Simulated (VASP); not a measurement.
These are PBEsol GGA, VASP's PBE PAW potentials (set 64) (plane waves; VASP 6.6.1) values and carry that method's errors.

The input files of a VASP run:

File KPOINTS:
```
Automatic mesh
0
Gamma
7 7 7
0 0 0
```

POSCAR:
```
NaI
1.0
  0.0000000000   3.2350000000   3.2350000000
  3.2350000000   0.0000000000   3.2350000000
  3.2350000000   3.2350000000   0.0000000000
Na I
1 1
direct
  0.0000000000   0.0000000000   0.0000000000
  0.5000000000   0.5000000000   0.5000000000
```

**INCAR**
```
SYSTEM = NaI
PREC = Accurate
ENCUT = 520
EDIFF = 1E-6
NELM = 100
ALGO = Normal
LREAL = .FALSE.
LASPH = .TRUE.
ISMEAR = 0
SIGMA = 0.05
GGA = PS
LMAXMIX = 4
LWAVE = .FALSE.
LCHARG = .FALSE.
IBRION = 2
ISIF = 3
NSW = 60
EDIFFG = -0.01
```

POTCAR, in this order: Na_pv I (PBE.64 set). Program: vasp_std.

The resulting files:

**OUTCAR**
```
 ion  position               nearest neighbor table
   1  0.000  0.000  0.000-
   2  0.500  0.500  0.500-
  LATTYP: Found a face centered cubic cell.
 ALAT       =     6.4700000000
 Subroutine PRICEL returns:
 Original cell was already a primitive cell.
 Subroutine GETGRP returns: Found 48 space group operations
The static configuration has the point symmetry O_h .
The dynamic configuration has the point symmetry O_h .
 Subroutine INISYM returns: Found 48 space group operations
 Subroutine IBZKPT returns following result:
 Found     20 irreducible k-points:

 Following reciprocal coordinates:
            Coordinates               Weight
  0.000000  0.000000  0.000000      1.000000
  0.142857  0.000000  0.000000      8.000000
  0.285714  0.000000  0.000000      8.000000
  0.428571  0.000000  0.000000      8.000000
  0.142857  0.142857  0.000000      6.000000
  0.285714  0.142857  0.000000     24.000000
  0.428571  0.142857  0.000000     24.000000
 -0.428571  0.142857  0.000000     24.000000
 -0.285714  0.142857  0.000000     24.000000
 -0.142857  0.142857  0.000000     12.000000
  0.285714  0.285714  0.000000      6.000000
  0.428571  0.285714  0.000000     24.000000
 -0.428571  0.285714  0.000000     24.000000
 -0.285714  0.285714  0.000000     12.000000
  0.428571  0.428571  0.000000      6.000000
 -0.428571  0.428571  0.000000     12.000000
  0.428571  0.285714  0.142857     24.000000
 -0.428571  0.285714  0.142857     48.000000
 -0.428571  0.428571  0.142857     24.000000
 -0.285714  0.428571  0.142857     24.000000
   k-points           NKPTS =     20   k-points in BZ     NKDIM =     20   number of bands    NBANDS=     11
   number of dos      NEDOS =    301   number of ions     NIONS =      2
   total plane-waves  NPLWV =  46656
   dimension x,y,z NGX =    36 NGY =   36 NGZ =   36
...
```

OSZICAR:
```
       N       E                     dE             d eps       ncg     rms          rms(c)
DAV:   1     0.801688369032E+02    0.80169E+02   -0.66990E+03   440   0.112E+03
DAV:   2     0.116714076701E+01   -0.79002E+02   -0.75537E+02   470   0.238E+02
DAV:   3    -0.553812384934E+01   -0.67053E+01   -0.66663E+01   539   0.712E+01
DAV:   4    -0.573224371942E+01   -0.19412E+00   -0.19401E+00   532   0.127E+01
DAV:   5    -0.573719892160E+01   -0.49552E-02   -0.49551E-02   544   0.199E+00    0.140E+00
DAV:   6    -0.567661491636E+01    0.60584E-01   -0.83785E-02   503   0.246E+00    0.930E-01
DAV:   7    -0.566608929386E+01    0.10526E-01   -0.61283E-02   517   0.182E+00    0.507E-01
DAV:   8    -0.566710967025E+01   -0.10204E-02   -0.35106E-03   479   0.700E-01    0.100E-01
DAV:   9    -0.566708300413E+01    0.26666E-04   -0.10210E-04   503   0.135E-01    0.282E-02
DAV:  10    -0.566708861623E+01   -0.56121E-05   -0.23529E-05   518   0.673E-02    0.536E-03
DAV:  11    -0.566708874032E+01   -0.12408E-06   -0.27893E-06   485   0.209E-02
   1 F= -.56670887E+01 E0= -.56670887E+01  d E =-.566709E+01
       N       E                     dE             d eps       ncg     rms          rms(c)
DAV:   1    -0.568378768956E+01   -0.16699E-01   -0.33542E-01   494   0.863E+00    0.729E-01
DAV:   2    -0.567245655090E+01    0.11331E-01   -0.14766E-02   497   0.151E+00    0.350E-01
DAV:   3    -0.566931396328E+01    0.31426E-02   -0.80637E-03   497   0.964E-01    0.156E-01
DAV:   4    -0.566927459646E+01    0.39367E-04   -0.11447E-04   496   0.118E-01    0.155E-01
DAV:   5    -0.566918663255E+01    0.87964E-04   -0.97994E-06   482   0.400E-02    0.327E-02
DAV:   6    -0.566916437956E+01    0.22253E-04   -0.37316E-05   503   0.799E-02    0.582E-02
DAV:   7    -0.566916558019E+01   -0.12006E-05   -0.18514E-06   443   0.100E-02    0.138E-01
DAV:   8    -0.566916439423E+01    0.11860E-05   -0.26489E-06   449   0.104E-02    0.263E-02
DAV:   9    -0.566916503454E+01   -0.64030E-06   -0.24346E-07   235   0.444E-03
   2 F= -.56691650E+01 E0= -.56691650E+01  d E =-.207629E-02
       N       E                     dE             d eps       ncg     rms          rms(c)
DAV:   1    -0.568287664399E+01   -0.13712E-01   -0.29753E-01   494   0.817E+00    0.686E-01
DAV:   2    -0.567284401154E+01    0.10033E-01   -0.13004E-02   494   0.143E+00    0.330E-01
DAV:   3    -0.567004802962E+01    0.27960E-02   -0.71506E-03   494   0.913E-01    0.148E-01
DAV:   4    -0.567001465329E+01    0.33376E-04   -0.10171E-04   495   0.112E-01    0.147E-01
DAV:   5    -0.566993886341E+01    0.75790E-04   -0.80917E-06   488   0.363E-02    0.332E-02
DAV:   6    -0.566991662290E+01    0.22241E-04   -0.36237E-05   497   0.797E-02    0.594E-02
DAV:   7    -0.566991756665E+01   -0.94375E-06   -0.15875E-06   446   0.938E-03
   3 F= -.56699176E+01 E0= -.56699176E+01  d E =-.282883E-02
```

### OUTCAR
```
------------------------ aborting loop because EDIFF is reached ----------------------------------------
  FORCE on cell =-STRESS in cart. coord.  units (eV):
  Direction    XX          YY          ZZ          XY          YZ          ZX
  --------------------------------------------------------------------------------------
  Total        0.0028125      0.0028125      0.0028125      0.0000000      0.0000000      0.0000000
  in kB        0.0683847      0.0683847      0.0683847      0.0000000      0.0000000      0.0000000
  external PRESSURE =       0.0683847 kB  Pullay stress =       0.0000000 kB
  volume of cell :       65.89
      direct lattice vectors                 reciprocal lattice vectors
     0.000000000  3.205826007  3.205826007    -0.155966044  0.155966044  0.155966044
     3.205826007  0.000000000  3.205826007     0.155966044 -0.155966044  0.155966044
     3.205826007  3.205826007  0.000000000     0.155966044  0.155966044 -0.155966044
  FREE ENERGIE OF THE ION-ELECTRON SYSTEM (eV)
  ---------------------------------------------------
  free  energy   TOTEN  =        -5.6699175666 eV

  energy  without entropy=       -5.6699175666  energy(sigma->0) =       -5.66991757

 reached required accuracy - stopping structural energy minimisation
```
(Selected blocks of OUTCAR.)

File CONTCAR:
```
NaI
   1.00000000000000
     0.0000000000000000    3.2058260069526177    3.2058260069526177
     3.2058260069526177    0.0000000000000000    3.2058260069526177
     3.2058260069526177    3.2058260069526177    0.0000000000000000
  Na              I
     1     1
Direct
     0.0000000000000000    0.0000000000000000    0.0000000000000000
     0.5000000000000000    0.5000000000000000    0.5000000000000000
```

File OUTCAR:
```
 val. band max:        0.9168529503   @ k =   0.0000   0.0000   0.0000

 cond. band min:       4.4973060624   @ k =   0.0000   0.0000   0.0000


 Fermi energy:         1.1552567963

 k-point     1 :       0.0000    0.0000    0.0000
  band No.  band energies     occupation
      1     -21.2946      2.00000
      2     -21.2946      2.00000
      3     -21.2946      2.00000
      4     -10.2153      2.00000
      5       0.9169      2.00000
      6       0.9169      2.00000
      7       0.9169      2.00000
      8       4.4973      0.00000
      9       8.7621      0.00000
     10       8.7621      0.00000
     11       8.7621      0.00000

 k-point     2 :       0.1429    0.0000    0.0000
  band No.  band energies     occupation
      1     -21.2958      2.00000
      2     -21.2947      2.00000
      3     -21.2947      2.00000
      4     -10.1547      2.00000
      5       0.2982      2.00000
      6       0.8551      2.00000
      7       0.8551      2.00000
      8       5.1671      0.00000
      9       8.3217      0.00000
     10       8.9489      0.00000
     11       8.9489      0.00000

 k-point     3 :       0.2857    0.0000    0.0000
  band No.  band energies     occupation
      1     -21.2986      2.00000
      2     -21.2949      2.00000
      3     -21.2949      2.00000
      4     -10.0116      2.00000
      5      -0.6935      2.00000
      6       0.7244      2.00000
      7       0.7244      2.00000
      8       5.8726      0.00000
      9       8.5863      0.00000
     10       8.7190      0.00000
     11       8.7191      0.00000

 k-point     4 :       0.4286    0.0000    0.0000
  band No.  band energies     occupation
      1     -21.3008      2.00000
      2     -21.2950      2.00000
      3     -21.2950      2.00000
      4      -9.8888      2.00000
      5      -1.3201      2.00000
      6       0.6267      2.00000
      7       0.6267      2.00000
      8       5.8854      0.00000
      9       8.3626      0.00000
...
```

Energy and stress use the plane-wave basis of the starting cell. Unless said otherwise, spin-orbit coupling is left out, though it shifts the bands of the heavy elements here.

The compound is NaI in the rock salt structure. This run relaxes it. Symmetry was kept, so distortions that lower it aren't found.
